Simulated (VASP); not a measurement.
All values below come from LDA (Ceperley-Alder, Perdew-Zunger), VASP's LDA PAW potentials (set 64) (plane waves; VASP).

A VASP calculation is set up with these files.

INCAR:
```
# general
SYSTEM  = PbTe
PREC    = Accurate
ENCUT   = 500   # plane-wave cut-off (eV)
LREAL   = .FALSE.   # projection in real space or not
LASPH   = .TRUE.   # aspherical one-centre terms

# electronic loop
EDIFF   = 1E-6   # SCF stop (eV)
NELM    = 100   # most electronic steps
ALGO    = Normal
LMAXMIX = 4

# smearing
ISMEAR  = 1   # Methfessel-Paxton
SIGMA   = 0.1   # width (eV)

# ions
IBRION  = 2   # conjugate gradients
NSW     = 40   # most ionic steps
ISIF    = 3
EDIFFG  = -0.02
PSTRESS = 450

# output
LWAVE   = .FALSE.
LCHARG  = .FALSE.
```

POSCAR:
```
PbTe
1
    0.0000000000     2.8047367511     2.8047367511
    2.8047367511     0.0000000000     2.8047367511
    2.8047367511     2.8047367511     0.0000000000
Te Pb
1 1
Direct
  0.5000000000   0.5000000000   0.5000000000
  0.0000000000   0.0000000000   0.0000000000
```

**KPOINTS**
```
Automatic mesh
0
Gamma
11 11 11
0 0 0
```

POTCAR, in this order: Te Pb_d (LDA.64 set). Program: vasp_std.

Q: What will the output report for the number of irreducible k-points (NKPTS), largest plane-wave count, number of space-group operations, FFT grid (NGX, NGY, NGZ)?

A: 
The number of irreducible k-points (NKPTS) is 56. The largest plane-wave count is 1139. The number of space-group operations is 48. The FFT grid (NGX, NGY, NGZ) is 30 × 30 × 30.

The compound is PbTe in the rock salt structure. It was relaxed first under an external pressure of 45 GPa.
